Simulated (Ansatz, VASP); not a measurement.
# Cross-check of Al2Cu (Khatyrkite) between VASP and Ansatz, part 3 of 3

Wanted: the spread between two codes on one cell, functional and k mesh. The cell is taken from a series of runs on this material, whose earlier steps may have relaxed, scaled, displaced or heated it; both programs get it as it stands.

VASP 6.6.1 and Ansatz 0.2.0.

So far: Set-up; Ansatz: zone-centre phonons, PBE; VASP: zone-centre phonons, PBE.

### 3. VASP: zone-centre phonons, PBE (continued)

Level of this step: PBE; plane waves and PAW (Al, Cu) (VASP).

Numbers of over 12 decimals in the logs are rounded to 6 here.

Parts of OUTCAR (step 3):

```text
ion  position               nearest neighbor table
   1  0.658  0.158  0.815-   5 2.59   6 2.59   5 2.59   6 2.59   3 2.71   3 2.89   3 2.89   4 3.08
                             2 3.08   2 3.08   4 3.08   4 3.24   2 3.24   2 3.24   4 3.24
   2  0.158  0.342  0.500-   6 2.59   5 2.59   5 2.59   6 2.59   4 2.71   4 2.89   4 2.89   3 3.08
                             1 3.08   1 3.08   3 3.08   1 3.24   3 3.24   1 3.24   3 3.24
   3  0.342  0.842  0.185-   5 2.59   6 2.59   5 2.59   6 2.59   1 2.71   1 2.89   1 2.89   2 3.08
                             4 3.08   4 3.08   2 3.08   2 3.24   4 3.24   4 3.24   2 3.24
   4  0.842  0.658  0.500-   5 2.59   6 2.59   6 2.59   5 2.59   2 2.71   2 2.89   2 2.89   1 3.08
                             1 3.08   3 3.08   3 3.08   1 3.24   3 3.24   3 3.24   1 3.24
   5  0.250  0.250  0.000-   6 2.42   6 2.42   1 2.59   2 2.59   3 2.59   4 2.59   2 2.59   4 2.59
                             1 2.59   3 2.59
   6  0.750  0.750  0.000-   5 2.42   5 2.42   1 2.59   3 2.59   4 2.59   3 2.59   4 2.59   1 2.59
                             2 2.59   2 2.59

  LATTYP: Found a body centered tetragonal cell.
 ALAT       =     6.0828963298
 C/A-ratio  =     0.7944756530

 Subroutine GETGRP returns: Found 16 space group operations
 (whereof  8 operations were pure point group operations)

The static configuration has the point symmetry C_4h.
 The point group associated with its full space group is D_4h.

 Found     30 irreducible k-points:

   k-points           NKPTS =     30   k-points in BZ     NKDIM =     30   number of bands    NBANDS=     23

   dimension x,y,z NGX =    40 NGY =   40 NGZ =   40
   dimension x,y,z NGXF=    80 NGYF=   80 NGZF=   80

   ENCUT  =  600.0 eV  44.10 Ry    6.64 a.u.   9.85  9.85  9.85*2*pi/ulx,y,z

   NELECT =      34.0000    total number of electrons

 k-points in reciprocal lattice and weights: Automatic mesh
   0.00000000  0.00000000  0.00000000       0.005
   0.16666667  0.00000000 -0.00000000       0.037
   0.33333333  0.00000000 -0.00000000       0.037
   0.50000000  0.00000000  0.00000000       0.019
   0.16666667  0.16666667 -0.00000000       0.037
   0.33333333  0.16666667  0.00000000       0.074
   0.50000000  0.16666667 -0.00000000       0.074
  -0.33333333  0.16666667  0.00000000       0.074
  -0.16666667  0.16666667  0.00000000       0.019
[...]
-0.33333333 -0.33333333  0.33333333       0.009
   0.50000000  0.50000000  0.50000000       0.005

 average (electrostatic) potential at core
       1 -72.5874       2 -72.5874       3 -72.5874       4 -72.5874       5 -64.3706
       6 -64.3706

 Eigenvectors and eigenvalues of the dynamical matrix
 ----------------------------------------------------

   1 f  =    9.503236 THz    59.710594 2PiTHz  316.993840 cm-1    39.302209 meV
             X         Y         Z           dx          dy          dz
      0.958496  3.999944  0.000000     0.191653   -0.191653    0.000000
      2.082952  0.958496  0.000000     0.191653    0.191653   -0.000000
      2.082952 -0.958496  2.416357    -0.191653    0.191653    0.000000
      0.958496  2.082952  2.416357    -0.191653   -0.191653    0.000000
      0.000000  0.000000  1.208178     0.000000   -0.000000    0.594203
      0.000000  0.000000  3.624535     0.000000   -0.000000   -0.594203

   2 f  =    8.319105 THz    52.270477 2PiTHz  277.495465 cm-1    34.405037 meV
             X         Y         Z           dx          dy          dz
      0.958496  3.999944  0.000000    -0.269540    0.234808    0.000000
      2.082952  0.958496  0.000000     0.354962    0.329364   -0.000000
      2.082952 -0.958496  2.416357    -0.269540    0.234808   -0.000000
      0.958496  2.082952  2.416357     0.354962    0.329364    0.000000
      0.000000  0.000000  1.208178    -0.055559   -0.366945    0.000000
      0.000000  0.000000  3.624535    -0.055559   -0.366945   -0.000000

   3 f  =    8.319105 THz    52.270477 2PiTHz  277.495465 cm-1    34.405037 meV
             X         Y         Z           dx          dy          dz
      0.958496  3.999944  0.000000    -0.329364    0.354962   -0.000000
      2.082952  0.958496  0.000000    -0.234808   -0.269540   -0.000000
      2.082952 -0.958496  2.416357    -0.329364    0.354962   -0.000000
      0.958496  2.082952  2.416357    -0.234808   -0.269540    0.000000
      0.000000  0.000000  1.208178     0.366945   -0.055559   -0.000000
      0.000000  0.000000  3.624535     0.366945   -0.055559    0.000000

   4 f  =    8.125380 THz    51.053271 2PiTHz  271.033519 cm-1    33.603858 meV
             X         Y         Z           dx          dy          dz
      0.958496  3.999944  0.000000     0.353553    0.353553    0.000000
      2.082952  0.958496  0.000000     0.353553   -0.353553    0.000000
      2.082952 -0.958496  2.416357    -0.353553   -0.353553   -0.000000
      0.958496  2.082952  2.416357    -0.353553    0.353553   -0.000000
      0.000000  0.000000  1.208178     0.000000    0.000000   -0.000000
      0.000000  0.000000  3.624535     0.000000    0.000000    0.000000

   5 f  =    8.079588 THz    50.765551 2PiTHz  269.506056 cm-1    33.414477 meV
             X         Y         Z           dx          dy          dz
      0.958496  3.999944  0.000000     0.353553    0.353553   -0.000000
      2.082952  0.958496  0.000000    -0.353553    0.353553   -0.000000
      2.082952 -0.958496  2.416357    -0.353553   -0.353553    0.000000
      0.958496  2.082952  2.416357     0.353553   -0.353553    0.000000
      0.000000  0.000000  1.208178    -0.000000   -0.000000   -0.000000
      0.000000  0.000000  3.624535    -0.000000   -0.000000   -0.000000

   6 f  =    7.307569 THz    45.914809 2PiTHz  243.754257 cm-1    30.221663 meV
             X         Y         Z           dx          dy          dz
      0.958496  3.999944  0.000000     0.000000   -0.000000    0.224945
      2.082952  0.958496  0.000000    -0.000000   -0.000000    0.632828
      2.082952 -0.958496  2.416357    -0.000000    0.000000   -0.224945
      0.958496  2.082952  2.416357     0.000000    0.000000   -0.632828
      0.000000  0.000000  1.208178     0.199762    0.094990   -0.000000
      0.000000  0.000000  3.624535    -0.199762   -0.094990    0.000000

   7 f  =    7.307569 THz    45.914809 2PiTHz  243.754257 cm-1    30.221663 meV
             X         Y         Z           dx          dy          dz
      0.958496  3.999944  0.000000    -0.000000   -0.000000   -0.632828
      2.082952  0.958496  0.000000    -0.000000    0.000000    0.224945
      2.082952 -0.958496  2.416357    -0.000000    0.000000    0.632828
      0.958496  2.082952  2.416357     0.000000    0.000000   -0.224945
      0.000000  0.000000  1.208178    -0.094990    0.199762    0.000000
      0.000000  0.000000  3.624535     0.094990   -0.199762   -0.000000

   8 f  =    7.202048 THz    45.251805 2PiTHz  240.234478 cm-1    29.785266 meV
             X         Y         Z           dx          dy          dz
      0.958496  3.999944  0.000000    -0.353553    0.353553    0.000000
      2.082952  0.958496  0.000000     0.353553    0.353553    0.000000
      2.082952 -0.958496  2.416357     0.353553   -0.353553   -0.000000
      0.958496  2.082952  2.416357    -0.353553   -0.353553   -0.000000
      0.000000  0.000000  1.208178     0.000000    0.000000   -0.000000
      0.000000  0.000000  3.624535    -0.000000   -0.000000    0.000000

   9 f  =    6.358987 THz    39.954691 2PiTHz  212.112962 cm-1    26.298644 meV
             X         Y         Z           dx          dy          dz
      0.958496  3.999944  0.000000     0.297101   -0.297101   -0.000000
      2.082952  0.958496  0.000000     0.297101    0.297101   -0.000000
      2.082952 -0.958496  2.416357    -0.297101    0.297101   -0.000000
      0.958496  2.082952  2.416357    -0.297101   -0.297101   -0.000000
      0.000000  0.000000  1.208178    -0.000000   -0.000000   -0.383305
      0.000000  0.000000  3.624535     0.000000    0.000000    0.383305

  10 f  =    5.675712 THz    35.661549 2PiTHz  189.321366 cm-1    23.472847 meV
             X         Y         Z           dx          dy          dz
      0.958496  3.999944  0.000000     0.000000   -0.000000   -0.500000
      2.082952  0.958496  0.000000    -0.000000    0.000000    0.500000
      2.082952 -0.958496  2.416357    -0.000000    0.000000   -0.500000
      0.958496  2.082952  2.416357     0.000000    0.000000    0.500000
      0.000000  0.000000  1.208178     0.000000   -0.000000   -0.000000
      0.000000  0.000000  3.624535     0.000000   -0.000000   -0.000000

  11 f  =    5.457686 THz    34.291655 2PiTHz  182.048820 cm-1    22.571167 meV
             X         Y         Z           dx          dy          dz
      0.958496  3.999944  0.000000     0.000000   -0.000000    0.369097
      2.082952  0.958496  0.000000     0.000000    0.000000    0.369097
      2.082952 -0.958496  2.416357    -0.000000    0.000000    0.369097
      0.958496  2.082952  2.416357    -0.000000   -0.000000    0.369097
      0.000000  0.000000  1.208178     0.000000   -0.000000   -0.477005
      0.000000  0.000000  3.624535     0.000000    0.000000   -0.477005

  12 f  =    4.215805 THz    26.488686 2PiTHz  140.624129 cm-1    17.435162 meV
             X         Y         Z           dx          dy          dz
      0.958496  3.999944  0.000000    -0.249033   -0.396917    0.000000
      2.082952  0.958496  0.000000    -0.217101    0.377701   -0.000000
      2.082952 -0.958496  2.416357    -0.249033   -0.396917   -0.000000
      0.958496  2.082952  2.416357    -0.217101    0.377701    0.000000
      0.000000  0.000000  1.208178     0.300823    0.012401    0.000000
      0.000000  0.000000  3.624535     0.300823    0.012401   -0.000000

  13 f  =    4.215805 THz    26.488686 2PiTHz  140.624129 cm-1    17.435162 meV
             X         Y         Z           dx          dy          dz
      0.958496  3.999944  0.000000    -0.377701   -0.217101   -0.000000
      2.082952  0.958496  0.000000     0.396917   -0.249033    0.000000
      2.082952 -0.958496  2.416357    -0.377701   -0.217101    0.000000
      0.958496  2.082952  2.416357     0.396917   -0.249033   -0.000000
      0.000000  0.000000  1.208178    -0.012401    0.300823    0.000000
      0.000000  0.000000  3.624535    -0.012401    0.300823    0.000000
    [... 43 further lines ...]
      0.000000  0.000000  1.208178     0.000000   -0.000000    0.521983
      0.000000  0.000000  3.624535     0.000000   -0.000000    0.521983

 ELASTIC MODULI CONTR FROM IONIC RELAXATION (kBar)
 Direction    XX          YY          ZZ          XY          YZ          ZX
 --------------------------------------------------------------------------------
 XX        -131.2149    131.1148     -0.9800      0.0000     -0.0000      0.0000
 YY         131.1148   -131.2149     -0.9800     -0.0000      0.0000     -0.0000
 ZZ          -0.9800     -0.9800    -19.1879     -0.0000      0.0000     -0.0000
 XY           0.0000     -0.0000      0.0000   -126.4185     -0.0000     -0.0000
 YZ          -0.0000      0.0000      0.0000     -0.0000   -192.8880      0.0000
 ZX           0.0000     -0.0000     -0.0000     -0.0000      0.0000   -187.0020
 --------------------------------------------------------------------------------
```

### 4. Side by side

Known differences besides the potentials themselves: VASP's run holds the zone centre alone; the data sets hold 50 valence electrons in Ansatz (on its PAW soft_1 files) and 34 in VASP; the cutoff is 420 eV in Ansatz and 600 eV in VASP. Total energies have different zeros and are not compared.

The two programs side by side:

| quantity | Ansatz | VASP | difference |
| --- | --- | --- | --- |
| optical mode 1 to 2 (cm⁻¹) | 135.0 | 133.4 | +1.21 % |
| optical mode 3 to 4 (cm⁻¹) | 141.4 | 140.6 | +0.54 % |
| optical mode 5 (cm⁻¹) | 182.8 | 182.0 | +0.39 % |
| optical mode 6 (cm⁻¹) | 189.5 | 189.3 | +0.09 % |
| optical mode 7 (cm⁻¹) | 212.7 | 212.1 | +0.25 % |
| optical mode 8 (cm⁻¹) | 240.1 | 240.2 | -0.05 % |
| optical mode 9 to 10 (cm⁻¹) | 243.6 | 243.8 | -0.08 % |
| optical mode 11 (cm⁻¹) | 268.4 | 269.5 | -0.43 % |
| optical mode 12 (cm⁻¹) | 271.4 | 271.0 | +0.12 % |
| optical mode 13 to 14 (cm⁻¹) | 277.0 | 277.5 | -0.19 % |
| optical mode 15 (cm⁻¹) | 317.3 | 317.0 | +0.11 % |

Modes are paired by rising frequency, not by their patterns, so a pair may set unlike modes beside each other; they are those without the splitting of longitudinal modes.

### 5. What came out

```yaml
r_m_s_difference_of_the_optical_zone_centre_modes_each_program_s_sorted_by_frequency_zone_centre_phonons_pbe: 0.79 cm⁻¹
difference_in_optical_mode_1_to_2_zone_centre_phonons_pbe: +1.2 %
```

**Reading.** The r.m.s. difference of the optical zone-centre modes, each program's sorted by frequency is 0.79 cm⁻¹ (zone-centre phonons, PBE). The data sets hold unlike numbers of valence electrons (50 in Ansatz and 34 in VASP), so part of the differences comes from the potentials. Among the rows given in per cent, the largest difference of the zone-centre phonons, PBE pair is in optical mode 1 to 2, +1.2 %. How closely two codes agree says nothing of how well the functional describes the real material.

[Lines on the potential files, build, host, timing and source positions are cut from VASP's logs without a mark.]

[Logs are printed without paths, hosts, clocks, repeated set-up lines and the standing remarks that a program may print on its own settings, such as how far it seeks lower states.]

[Hosts, paths, dates, database ids (printed as entryN), source tags and the programs' standing remarks are cut or masked in the printed files.]
